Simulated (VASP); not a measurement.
Method: revTPSS meta-GGA, VASP's PBE PAW potentials (set 64) (plane waves; VASP 6.6.1).

The input files of a VASP run:

File KPOINTS:
```
kpoints
0
Gamma
  1 1 1
```

File POSCAR:
```
B atom
12.0
  1.0000000000   0.0000000000   0.0000000000
  0.0000000000   1.0416666667   0.0000000000
  0.0000000000   0.0000000000   1.0833333333
B
1
Cart
  0.0000000000   0.0000000000   0.0000000000
```

INCAR:
```
ALGO = All
EDIFF = 1E-6
ENCUT = 520
ISMEAR = 0
ISPIN = 2
ISYM = 0
LASPH = .True.
LCHARG = .False.
LMIXTAU = .True.
LORBIT = 10
LREAL = .False.
LWAVE = .False.
MAGMOM = 1
METAGGA = RTPSS
NELM = 200
NUPDOWN = 1
PREC = Normal
SIGMA = 0.01
SYSTEM = B atom
```

POTCAR, in this order: B (PBE.64 set). Program: vasp_gam. Read from the step before: WAVECAR.

Output of the run:

File OSZICAR:
```
       N       E                     dE             d eps       ncg     rms           ort
SDA:   1    -0.147624969911E+01   -0.14762E+01    0.00000E+00     6   0.213E-01   0.000E+00
CGA:   2    -0.148455225093E+01   -0.83026E-02   -0.83006E-02     6   0.237E-02   0.101E-04
SDA:   3    -0.156608192811E+01   -0.81530E-01   -0.82802E-01     6   0.321E+00  -0.248E-01
 trl   4    -0.127349697280E+01    0.29258E+00   -0.25488E+00     6   0.321E+00  -0.816E+00
SDA:   5    -0.185083656845E+01   -0.28475E+00   -0.25488E+00     6   0.269E+00  -0.204E+00
CGA:   6    -0.192039431363E+01   -0.69558E-01   -0.69171E-01     6   0.184E-01   0.469E-03
CGA:   7    -0.193082674792E+01   -0.10432E-01   -0.10434E-01     6   0.495E-02  -0.301E-04
CGA:   8    -0.193261822328E+01   -0.17915E-02   -0.17901E-02     6   0.359E-03  -0.421E-05
CGA:   9    -0.193277733549E+01   -0.15911E-03   -0.15920E-03     6   0.613E-04   0.795E-06
CGA:  10    -0.193280201090E+01   -0.24675E-04   -0.24696E-04     6   0.570E-05   0.209E-06
CGA:  11    -0.193280454146E+01   -0.25306E-05   -0.25320E-05     6   0.948E-06   0.247E-07
CGA:  12    -0.193280497189E+01   -0.43042E-06   -0.43198E-06     6   0.148E-06   0.363E-07
   1 F= -.19328050E+01 E0= -.19328050E+01  d E =-.433519E-14  mag=     1.0000
```

File OUTCAR:
```
------------------------ aborting loop because EDIFF is reached ----------------------------------------
  FORCE on cell =-STRESS in cart. coord.  units (eV):
  Direction    XX          YY          ZZ          XY          YZ          ZX
  --------------------------------------------------------------------------------------
  Total       -0.0100605     -0.0028759     -0.0046445      0.0002476      0.0001322     -0.0046624
  in kB       -0.0082660     -0.0023629     -0.0038160      0.0002035      0.0001086     -0.0038308
  external PRESSURE =      -0.0048150 kB  Pullay stress =       0.0000000 kB
  volume of cell :     1950.00
      direct lattice vectors                 reciprocal lattice vectors
    12.000000000  0.000000000  0.000000000     0.083333333  0.000000000  0.000000000
     0.000000000 12.500000000  0.000000000     0.000000000  0.080000000  0.000000000
     0.000000000  0.000000000 13.000000000     0.000000000  0.000000000  0.076923077
 POSITION                                       TOTAL-FORCE (eV/Angst)
 -----------------------------------------------------------------------------------
      0.00000      0.00000      0.00000        -0.000000      0.000000      0.000000
 -----------------------------------------------------------------------------------
    total drift:                               -0.000000      0.000000      0.000000
  FREE ENERGIE OF THE ION-ELECTRON SYSTEM (eV)
  ---------------------------------------------------
  free  energy   TOTEN  =        -1.9328049719 eV

  energy  without entropy=       -1.9328049719  energy(sigma->0) =       -1.93280497

 total charge

# of ion       s       p       d       tot
------------------------------------------
    1        0.940   0.414   0.000   1.353

 magnetization (x)

# of ion       s       p       d       tot
------------------------------------------
    1        0.014   0.414   0.000   0.428
```
(Selected blocks of OUTCAR.)

### OUTCAR
```
 val. band max:       -4.4405445567   @ k =   0.0000   0.0000   0.0000

 cond. band min:      -3.0554719362   @ k =   0.0000   0.0000   0.0000


 Fermi energy:        -4.3857747885

 spin component 1

 k-point     1 :       0.0000    0.0000    0.0000
  band No.  band energies     occupation
      1      -9.9481      1.00000
      2      -4.4405      1.00000
      3      -3.0555      0.00000
      4      -3.0550      0.00000
      5      -0.2434      0.00000
      6       0.6795      0.00000

 Fermi energy:        -8.7372080253

 spin component 2

 k-point     1 :       0.0000    0.0000    0.0000
  band No.  band energies     occupation
      1      -8.7893      1.00000
      2      -2.8697      0.00000
      3      -2.8695      0.00000
      4      -1.6820      0.00000
      5      -0.0866      0.00000
      6       0.8398      0.00000
```

The atom may not be in its lowest state.

The cell is a free atom in a box.
